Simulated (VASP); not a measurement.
Input:

```
Sc
1.0
    0.00000     2.31719     2.31719
    2.31719     0.00000     2.31719
    2.31719     2.31719     0.00000
Sc
1
Direct
  0.00000   0.00000   0.00000
```

Calculation: r2SCAN+rVV10, VASP's PBE PAW potentials (set 64) (plane waves; VASP). Run with 400 eV cut-off, 15×15×15 Γ-centred mesh, tetrahedra with Blöchl corrections, potentials Sc_sv.

Task: Give the energies of bands 5 to 8 at the high-symmetry points, in eV from the Fermi level.

Result: 
```
band      Γ      X      U      L      W
----  -----  -----  -----  -----  -----
5     -5.55  -1.55  -0.82  -1.81  -0.67
6      1.80  -0.56  -0.38   0.04   0.24
7      1.80   1.84   0.86   1.69   0.24
8      1.80   4.15   3.22   1.69   2.73
```

It has no gap at this level: it comes out as a metal or semimetal.

The structure comes from a measured Sc entry (Fm-3m) of the Crystallography Open Database, whose conditions weren't checked. It was relaxed first, which changed the volume by +8 %.
